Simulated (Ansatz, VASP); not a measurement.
## Cross-check of SiC (Moissanite 3C) between VASP and Ansatz

Wanted: the spread between two codes on one cell, functional and k mesh. The cell is taken from a series of runs on this material, whose earlier steps may have relaxed, scaled, displaced or heated it; both programs get it as it stands.

Program: Ansatz 0.2.0. Level of theory: plane waves, with VASP 6.6.1 beside it; zone-centre phonons at LDA. Results are calculated unless marked as measured.

## 1. The starting structure

The structure is cubic, space group F-43m (No. 216). The conventional cell has a = 4.329 Å, b = 4.329 Å, c = 4.329 Å, α = 90.00°, β = 90.00°, γ = 90.00°. C has 4 Si at 1.87 Å nearest. Nearest to Si lie 4 C at 1.87 Å. Farther neighbours are not listed.

As a file:

```cif
data_structure
_symmetry_space_group_name_H-M 'P 1'
_symmetry_Int_Tables_number 1
_cell_length_a 3.0611
_cell_length_b 3.0611
_cell_length_c 3.0611
_cell_angle_alpha 60.000
_cell_angle_beta 60.000
_cell_angle_gamma 60.000
_cell_volume 20.28
loop_
_atom_site_label
_atom_site_type_symbol
_atom_site_fract_x
_atom_site_fract_y
_atom_site_fract_z
_atom_site_occupancy
C1 C 0.75000 0.75000 0.75000 1
Si2 Si 0.00000 0.00000 0.00000 1
```

## 2. Ansatz: zone-centre phonons, LDA

Ansatz runs on its PAW soft_1 files.

Second derivatives magnify differences that forces hide, and they need a tight electronic threshold.

The input, input.yaml:

```yaml
crystal:
  lattice:
    - [0.0, 2.1645341324, 2.1645341324]
    - [2.1645341324, 0.0, 2.1645341324]
    - [2.1645341324, 2.1645341324, 0.0]
  atoms:
    - { symbol: C, position: [0.75, 0.75, 0.75] }
    - { symbol: Si, position: [0.0, 0.0, 0.0] }
total_charge: -0.004057
kpoints:
  mp_grid: { grid: [29, 29, 29] }
hamiltonian:
  xc: lda
  pseudopotentials: { kind: paw, azcp: { folder: soft_1 }, xc_functional: pbe }
scf:
  occupations: { method: fermi_dirac, width: 0.03 }
output:
  eigenvalues: true
phonons:
  method: dfpt
```

Run with:

```bash
$ ansatz run input.yaml --threads 8 --pin off --max-ram 16384MiB --backend cpu --events-out ev --progress --plain --runs-dir out
```

Numbers of over 12 decimals in the logs are rounded to 6 here.

Log:

```text
zone centre: on kpoints.mp_grid the ground state, and the responses unless they are solved on pairs of k-points, stand on 1800 of the mesh's 24389 k-points, reduced under 8 symmetry operations, with k and −k counted as one. Each operation leaves every solved displacement unchanged or reverses it
Engine: ansatz 0.2.0, aarch64-unknown-linux-gnu
Pseudopotentials: kind: paw
Pseudopotential: C, paw, valence charge 4, recommended cutoff 420 eV (normal), soft_1/C.paw.azcp
Pseudopotential: Si, paw, valence charge 4, recommended cutoff 420 eV (normal), soft_1/Si.paw.azcp
Functional definition: SPW92
  exchange = slater_x
  correlation = pw_c
Crystal: 2 atoms, lattice volume = 20.283 Å³
Basis set: ecut = 420 eV, 411 PW (Γ), exchange–correlation on 48×48×48 points (8 copies of the dense FFT grid, shifted against one another)
Bands: 9, of which v1, the nominal top of the filled ones, is band 4 counted from 1 (3 counted from 0)
Symmetry: 24 space group operations
k-points: 1800 of 24389 (irreducible under 8 space group operations, time reversal used)
Non-local potential: C, projectors of the file, l = 0: 2, l = 1: 2, l = 2: 1
Non-local potential: Si, projectors of the file, l = 0: 2, l = 1: 2, l = 2: 1
PAW form: soft (Blöchl's): semilocal exchange-correlation on the pseudo side does not see the compensation charge
PAW frozen core: C, regenerated for the run's functional, and the local potential with it (the file was generated under x = pbe(κ = 0.804, μ = 0.219515), c = pbe(β = 0.066725))
PAW frozen core: Si, regenerated for the run's functional, and the local potential with it (the file was generated under x = pbe(κ = 0.804, μ = 0.219515), c = pbe(β = 0.066725))
PAW one-centre angular grid: C, 110 points (default); XC on 64 Gauss nodes
PAW one-centre angular grid: Si, 110 points (default); XC on 64 Gauss nodes
Initial density: superposition of atomic densities (chi_scale 0.1, normalization cell, long waves kept (reshape's long-wave potential 0.00 eV rms))
Initial wavefunctions: pseudopotential atomic-orbital guess
Functional: x = slater, c = lda
SCF iter   1: F=—  HF=-853.746130 eV  |F-HF|=—  |Δ(HF+E_count)|=         —  Δρ=1.41e-1  dr2=4.86e0  ethr=3.10e-3  ⟨swp⟩=6.1  Hψ=132141  notcnv=0
preconditioner: auto → none  [metal: Δε(μ)=0.102 eV  Ē_g=15.889 eV  σ=0.030 eV  W_gap=0.47  n_scr=0 (ndim 8)  ℏωp=23.3 eV  f_vac=0.000  D(μ)=0.04/eV (n_scr^D=0)]
SCF iter   2: F=—  HF=-852.266682 eV  |F-HF|=—  |Δ(HF+E_count)|=    1.48e0  Δρ=5.04e-2  dr2=3.34e-1  ethr=3.10e-3  ⟨swp⟩=3.1  Hψ=51686  notcnv=0  defer=1703
SCF iter   3: F=—  HF=-852.169420 eV  |F-HF|=—  |Δ(HF+E_count)|=   9.73e-2  Δρ=1.88e-2  dr2=3.74e-2  ethr=3.10e-3  ⟨swp⟩=2.4  Hψ=30664  notcnv=0  defer=1708
SCF iter   4: F=—  HF=-852.160888 eV  |F-HF|=—  |Δ(HF+E_count)|=   8.53e-3  Δρ=1.42e-3  dr2=2.09e-4  ethr=4.68e-4  ⟨swp⟩=2.0  Hψ=21814  notcnv=0  defer=1708
SCF iter   5: F=—  HF=-852.160952 eV  |F-HF|=—  |Δ(HF+E_count)|=   6.33e-5  Δρ=1.61e-4  dr2=1.68e-6  ethr=2.61e-6  ⟨swp⟩=2.3  Hψ=21640  notcnv=0  defer=1708
SCF iter   6: F=—  HF=-852.160953 eV  |F-HF|=—  |Δ(HF+E_count)|=   1.75e-6  Δρ=3.01e-5  dr2=8.05e-8  ethr=2.10e-8  ⟨swp⟩=2.1  Hψ=21494  notcnv=0  defer=1708
SCF iter   7: F=—  HF=-852.160953 eV  |F-HF|=—  |Δ(HF+E_count)|=   3.46e-7  Δρ=4.50e-6  dr2=1.49e-9  ethr=1.01e-9  ⟨swp⟩=1.0  Hψ=15980  notcnv=0  defer=1708
SCF iter   8: F=-852.160953 eV  HF=-852.160953 eV  |F-HF|=2.27e-13  |Δ(HF+E_count)|=  2.71e-11  Δρ=8.40e-8  dr2=6.20e-13  ethr=1.00e-12  ⟨swp⟩=10.3  Hψ=97398  notcnv=0
SCF 1 converged in 8 iterations: F = -852.160953 eV  dr2 = 6.20e-13
  greatest PAW one-centre occupation: 0.642 electrons in one spin orbital (limit 2), on the C atom at site 0 (counted from 0), in its partial waves of l = 0
DFPT response loops at Γ: preconditioner auto → Kerker (q_TF=auto, 2.337 Å⁻¹) (partly filled bands, converged f_vac=0.000); β = 1.00, the filter's whole step (`scf.mixing.beta` (0.50) is not read by the response loops under this deck's `scf.mixing.preconditioner`; to damp them name `kerker` or `kerker_dos`, under which they read `scf.mixing.beta`, and type it under 1.00, their step now; both keys bind the ground state too); Broyden in place of MSR1
SCF converged after 8 iterations
Free energy (F): -852.160953 eV
Harris-Foulkes:  -852.160953 eV  (|F-HF|=2.27e-13)
Internal energy: -852.160851 eV  (E = F + TS)
E sigma→0 (E₀):  -852.160902 eV
Entropy (-TS):   -0.000102 eV (-0.051 meV/atom)
Fermi energy:    10.961730 eV
--- Per-component energies (eV) ---
  E_band       = 28.660949
  E_kinetic    = 134.387975
  E_local      = -95.823280  (includes V_loc(G=0)·N_el)
  E_nonlocal   = 47.406778
  E_hartree    = 31.326428
  E_xc         = -105.257564
  E_vxc        = -109.185737  (∫ρ·V_xc dr)
  E_paw        = -577.661370  (= ΣΔE_a)
  E_vpaw       = -10.777689  (= ΣTr[D̂ρ^β])
  E_aug_tail   = 0.000048  (compensation charges beyond the density's cutoff)
  E_ewald      = -286.687028
  E_core_change = 0.147163  (= ΣΔE_core)
  E_smearing   = -0.000102  (= −TS)
  E_closure    = 0.000000  (closes the sum)
  E_deformation_potential = -0.074751  (in the stress; not in F)
  Σ components = -852.160953   (vs F -852.160953, Δ=0.00e0)
--- Band table (eV; the first three rows and the last of 1800) ---
  k-point 0: bands = ["-5.9852", "9.4961", "9.4961", "9.4961", "15.9910", "16.8301", "16.8301", "16.8301", "24.0779"]
  k-point 1: bands = ["-5.9614", "9.3629", "9.4789", "9.4789", "16.0496", "16.8432", "16.8627", "16.8627", "23.8949"]
  k-point 2: bands = ["-5.8903", "8.9888", "9.4293", "9.4293", "16.1549", "16.9320", "16.9547", "16.9547", "23.4916"]
  k-point 1799: bands = ["-0.5557", "2.4292", "4.3291", "4.8090", "14.6436", "18.8433", "18.8870", "19.5817", "23.7083"]
--- Phonons (Γ-DFPT): 2 representative perturbations + reference, on 1800 of 24389 k-points (Σ response iterations 5) ---
  k mesh reduced under 8 symmetry operations, with k and −k counted as one. Each operation leaves every solved displacement unchanged or reverses it
  ASR residual: 4.249e-5 → 0.000e0 eV/Å²; symmetrization residual: 2.242e-7 eV/Å²
  ASR residual per site (eV/Å²): 4.25e-5 2.76e-7
  Γ frequencies (cm⁻¹): 0.00 0.00 0.00 797.40 797.40 797.40
  non-analytic LO–TO correction: not included (Born effective charges unavailable; polar crystals: no LO–TO splitting at Γ)
```

The column dr2 measures how far the density is from self-consistency, as an energy; F and HF (Harris–Foulkes) agree once it is small.

## 3. VASP: zone-centre phonons, LDA

The same cell, functional (in two slightly different forms), mesh and smearing now go to VASP, with its own data sets.

Lines of VASP's logs that name or quote its potential files are left out, and so is its time.

The input, INCAR:

```
SYSTEM = SiC
PREC = Accurate
ENCUT = 600
EDIFF = 1E-08
NELM = 120
ISMEAR = -1
SIGMA = 0.03
LREAL = .FALSE.
ALGO = Normal
GGA = CA
NELECT = 8.004057
NBANDS = 10
LORBIT = 11
LWAVE = .FALSE.
LCHARG = .FALSE.
ISIF = 2
IBRION = 8
LASPH = .TRUE.
GGA_COMPAT = .FALSE.
KPAR = 2
```

The input, POSCAR:

```
SiC
1.0
    0.0000000000      2.1645341324      2.1645341324
    2.1645341324      0.0000000000      2.1645341324
    2.1645341324      2.1645341324      0.0000000000
C Si
1 1
Direct
    0.7500000000      0.7500000000      0.7500000000
    0.0000000000      0.0000000000      0.0000000000
```

The input, KPOINTS:

```
Automatic mesh
0
Gamma
29 29 29
0 0 0
```

The projector-augmented-wave data sets are C and Si (LDA family, release 64).

Run with:

```bash
$ mpirun -np 2 vasp_std
```

Log:

```text
[banner, memory and clock lines left out]
running    2 mpi-ranks, on    1 nodes
 distrk:  each k-point on    1 cores,    2 groups
 distr:  one band on    1 cores,    1 groups

 POSCAR found type information on POSCAR C Si
 POSCAR found :  2 types and       2 ions
 LDA part: xc-table for (Slater(with rela. corr.)+CA(PZ))
 , standard interpolation
 POSCAR, INCAR and KPOINTS ok, starting setup
 FFT: planning ... GRIDC
 FFT: planning ... GRID_SOFT
 FFT: planning ... GRID
 WAVECAR not read
 entering main loop
       N       E                     dE             d eps       ncg     rms          rms(c)
DAV:   1     0.400339369850E+01    0.40034E+01   -0.43646E+03 14144   0.761E+02
DAV:   2    -0.180054325168E+02   -0.22009E+02   -0.20805E+02 17742   0.119E+02
DAV:   3    -0.186971414245E+02   -0.69171E+00   -0.69033E+00 16242   0.184E+01
DAV:   4    -0.187001926993E+02   -0.30513E-02   -0.30510E-02 15588   0.153E+00
DAV:   5    -0.187002079813E+02   -0.15282E-04   -0.15283E-04 15856   0.100E-01BRMIX: very serious problems
 the old and the new charge density differ
 old charge density:     8.00000 new    8.00406
BRMIX: very serious problems
 the old and the new charge density differ
 old charge density:     8.00000 new    8.00406
    0.927E+00
DAV:   6    -0.167017634151E+02    0.19984E+01   -0.75463E+00 14270   0.132E+01    0.408E+00
DAV:   7    -0.166264459514E+02    0.75317E-01   -0.39311E-01 16178   0.393E+00    0.182E+00
DAV:   8    -0.166058981186E+02    0.20548E-01   -0.27107E-02 14526   0.107E+00    0.178E-01
DAV:   9    -0.166055331688E+02    0.36495E-03   -0.18028E-03 16888   0.249E-01    0.948E-02
DAV:  10    -0.166055473948E+02   -0.14226E-04   -0.11170E-04 14354   0.709E-02    0.317E-02
DAV:  11    -0.166055478086E+02   -0.41378E-06   -0.30513E-06 16390   0.120E-02    0.133E-02
DAV:  12    -0.166055475878E+02    0.22076E-06   -0.66751E-07 14190   0.424E-03    0.593E-04
DAV:  13    -0.166055475866E+02    0.11735E-08   -0.29657E-08 15074   0.115E-03
   1 F= -.16605548E+02 E0= -.16605497E+02  d E =-.101302E-03
 Linear response reoptimize wavefunctions to high precision
DAV:   1    -0.166055475871E+02   -0.44838E-09   -0.39348E-10  9756   0.144E-04
DAV:   2    -0.166055475871E+02    0.40927E-11   -0.13186E-11  7158   0.326E-05
 Linear response DOF=           2
 Linear response progress:
  Degree of freedom:   1/  2
       N       E                     dE             d eps       ncg     rms          rms(c)
RMM:   1    -0.126825807123E+00   -0.12683E+00    0.53701E-02150074   0.208E+00
RMM:   2    -0.123588408881E+00    0.32374E-02   -0.25370E-03103200   0.410E-01    0.209E-01
RMM:   3    -0.123600888291E+00   -0.12479E-04   -0.79418E-04101916   0.175E-01    0.103E-01
RMM:   4    -0.124652778875E+00   -0.10519E-02   -0.60894E-04103037   0.146E-01    0.187E-02
RMM:   5    -0.124633131249E+00    0.19648E-04   -0.86799E-06108360   0.215E-02    0.181E-03
RMM:   6    -0.124641026483E+00   -0.78952E-05   -0.13843E-07111928   0.242E-03    0.883E-04
RMM:   7    -0.124636566431E+00    0.44601E-05   -0.38810E-08110986   0.494E-04    0.979E-05
RMM:   8    -0.124637285752E+00   -0.71932E-06   -0.24420E-09112021   0.107E-04    0.286E-05
RMM:   9    -0.124637218931E+00    0.66821E-07    0.14941E-09117466   0.296E-05    0.327E-06
RMM:  10    -0.124637236468E+00   -0.17537E-07   -0.24346E-09111627   0.898E-06    0.186E-06
RMM:  11    -0.124637235518E+00    0.95047E-09   -0.19772E-09 89663   0.651E-06    0.152E-07
 first order change of Fermi-energy   0.42523E-05
 force on displaced ion       1 direction 1 : -19.663   0.000   0.000
 Linear response progress:
  Degree of freedom:   2/  2
       N       E                     dE             d eps       ncg     rms          rms(c)
RMM:   1    -0.164045858129E-01   -0.16405E-01   -0.74876E-03160830   0.874E-01
RMM:   2    -0.143744793502E-01    0.20301E-02   -0.57292E-04103965   0.194E-01    0.132E-01
RMM:   3    -0.142842742308E-01    0.90205E-04   -0.64631E-05106052   0.480E-02    0.753E-02
RMM:   4    -0.143540962398E-01   -0.69822E-04   -0.61381E-05106713   0.470E-02    0.880E-03
RMM:   5    -0.143430196601E-01    0.11077E-04   -0.19549E-07108734   0.780E-03    0.131E-03
RMM:   6    -0.143409212244E-01    0.20984E-05   -0.78894E-08111080   0.760E-04    0.633E-04
RMM:   7    -0.143395896610E-01    0.13316E-05   -0.13793E-07111333   0.243E-04    0.783E-05
RMM:   8    -0.143396511060E-01   -0.61445E-07   -0.18941E-09115340   0.429E-05    0.195E-05
RMM:   9    -0.143396758586E-01   -0.24753E-07   -0.30609E-09116003   0.152E-05    0.325E-06
RMM:  10    -0.143396681424E-01    0.77162E-08    0.30920E-09108114   0.522E-06    0.973E-07
 first order change of Fermi-energy   0.41813E-05
 force on displaced ion       2 direction 1 : -19.666   0.000   0.000
 Linear response finished
```

From OUTCAR (step 3):

```text
NELECT = 8.004057

 ion  position               nearest neighbor table
   1  0.750  0.750  0.750-   2 1.87   2 1.87   2 1.87   2 1.87
   2  0.000  0.000  0.000-   1 1.87   1 1.87   1 1.87   1 1.87

  LATTYP: Found a face centered cubic cell.
 ALAT       =     4.3290682648

 Subroutine GETGRP returns: Found 24 space group operations
 (whereof 24 operations were pure point group operations)

The static configuration has the point symmetry T_d .

 Found    680 irreducible k-points:

   k-points           NKPTS =    680   k-points in BZ     NKDIM =    680   number of bands    NBANDS=     10

   dimension x,y,z NGX =    24 NGY =   24 NGZ =   24
   dimension x,y,z NGXF=    48 NGYF=   48 NGZF=   48

   ENCUT  =  600.0 eV  44.10 Ry    6.64 a.u.   6.11  6.11  6.11*2*pi/ulx,y,z

 k-points in reciprocal lattice and weights: Automatic mesh
   0.00000000  0.00000000  0.00000000       0.000
   0.03448276  0.00000000  0.00000000       0.000
   0.06896552  0.00000000  0.00000000       0.000
   0.10344828  0.00000000  0.00000000       0.000
   0.13793103  0.00000000  0.00000000       0.000
   0.17241379  0.00000000  0.00000000       0.000
   0.20689655  0.00000000  0.00000000       0.000
   0.24137931  0.00000000  0.00000000       0.000
   0.27586207  0.00000000  0.00000000       0.000
[...]
-0.27586207  0.48275862  0.20689655       0.001
  -0.27586207  0.48275862  0.24137931       0.001

 average (electrostatic) potential at core
       1 -48.7501       2 -81.6557

  Total        0.0732827      0.0732827      0.0732827      0.0000000     -0.0000000      0.0000000
  in kB        5.7888054      5.7888054      5.7888054      0.0000000     -0.0000000      0.0000000
  external PRESSURE =       5.7888054 kB  Pullay stress =       0.0000000 kB

  energy-cutoff  :      600.00
  volume of cell :       20.28
      direct lattice vectors                 reciprocal lattice vectors
     0.000000000  2.164534132  2.164534132    -0.230996588  0.230996588  0.230996588
     2.164534132  0.000000000  2.164534132     0.230996588 -0.230996588  0.230996588
     2.164534132  2.164534132  0.000000000     0.230996588  0.230996588 -0.230996588

 POSITION                                       TOTAL-FORCE (eV/Angst)
 -----------------------------------------------------------------------------------
      3.24680      3.24680      3.24680         0.000000      0.000000      0.000000
      0.00000      0.00000      0.00000        -0.000000     -0.000000     -0.000000
 -----------------------------------------------------------------------------------
    total drift:                               -0.000000     -0.000000     -0.000000

 Eigenvectors and eigenvalues of the dynamical matrix
 ----------------------------------------------------

   1 f  =   23.900753 THz   150.172857 2PiTHz  797.243291 cm-1    98.845526 meV
             X         Y         Z           dx          dy          dz
      3.246801  3.246801  3.246801     0.836905    0.000000    0.000000
      0.000000  0.000000  0.000000    -0.547348    0.000000    0.000000

   2 f  =   23.900753 THz   150.172857 2PiTHz  797.243291 cm-1    98.845526 meV
             X         Y         Z           dx          dy          dz
      3.246801  3.246801  3.246801     0.000000   -0.836905    0.000000
      0.000000  0.000000  0.000000     0.000000    0.547348    0.000000

   3 f  =   23.900753 THz   150.172857 2PiTHz  797.243291 cm-1    98.845526 meV
             X         Y         Z           dx          dy          dz
      3.246801  3.246801  3.246801     0.000000    0.000000    0.836905
      0.000000  0.000000  0.000000     0.000000    0.000000   -0.547348

   4 f/i=    0.000892 THz     0.005607 2PiTHz    0.029767 cm-1     0.003691 meV
             X         Y         Z           dx          dy          dz
      3.246801  3.246801  3.246801     0.262300    0.480405    0.000000
      0.000000  0.000000  0.000000     0.401061    0.734547    0.000000

   5 f/i=    0.000892 THz     0.005607 2PiTHz    0.029767 cm-1     0.003691 meV
             X         Y         Z           dx          dy          dz
      3.246801  3.246801  3.246801     0.000000    0.000000   -0.547348
      0.000000  0.000000  0.000000     0.000000    0.000000   -0.836905

   6 f/i=    0.000892 THz     0.005607 2PiTHz    0.029767 cm-1     0.003691 meV
             X         Y         Z           dx          dy          dz
      3.246801  3.246801  3.246801     0.480405   -0.262300    0.000000
      0.000000  0.000000  0.000000     0.734547   -0.401061    0.000000

 ELASTIC MODULI CONTR FROM IONIC RELAXATION (kBar)
 Direction    XX          YY          ZZ          XY          YZ          ZX
 --------------------------------------------------------------------------------
 XX          -0.0000      0.0000      0.0000     -0.0000      0.0000      0.0000
 YY           0.0000     -0.0000     -0.0000     -0.0000      0.0000      0.0000
 ZZ           0.0000     -0.0000     -0.0000      0.0000     -0.0000      0.0000
 XY          -0.0000     -0.0000      0.0000   -284.5700      0.0000      0.0000
 YZ           0.0000      0.0000     -0.0000      0.0000   -284.5700     -0.0000
 ZX           0.0000      0.0000      0.0000      0.0000     -0.0000   -284.5700
 --------------------------------------------------------------------------------
```

The cell is charged against a uniform background.

## 4. Differences

Known differences besides the potentials themselves: the two LDA forms differ slightly; the cutoff is 420 eV in Ansatz and 600 eV in VASP; VASP's log shows a relativistic correction to its local exchange, Ansatz's none. Total energies have different zeros and are not compared.

The two programs side by side:

```tsv
quantity	Ansatz	VASP	difference
optical mode 1 to 3 (cm⁻¹)	797.4	797.2	+0.02 %
```

Modes are paired by rising frequency, not by their patterns, so a pair may set unlike modes beside each other; they are those without the splitting of longitudinal modes. The cell carries a charge of -0.004057 e against a uniform background, so its pressure also hangs on how the neutralising background is counted, and in a defect's cell a gap may be the spacing between its levels.

## 5. What came out

```yaml
r_m_s_difference_of_the_optical_zone_centre_modes_each_program_s_sorted_by_frequency_zone_centre_phonons_lda: 0.16 cm⁻¹
```

In words: The r.m.s. difference of the optical zone-centre modes, each program's sorted by frequency is 0.16 cm⁻¹ (zone-centre phonons, LDA). How closely two codes agree says nothing of how well the functional describes the real material.

[Lines on the potential files, build, host, timing and source positions are cut from VASP's logs without a mark.]

[Logs are printed without paths, hosts, clocks, repeated set-up lines and the standing remarks that a program may print on its own settings, such as how far it seeks lower states.]

[Hosts, paths, dates, database ids (printed as entryN), source tags and the programs' standing remarks are cut or masked in the printed files.]
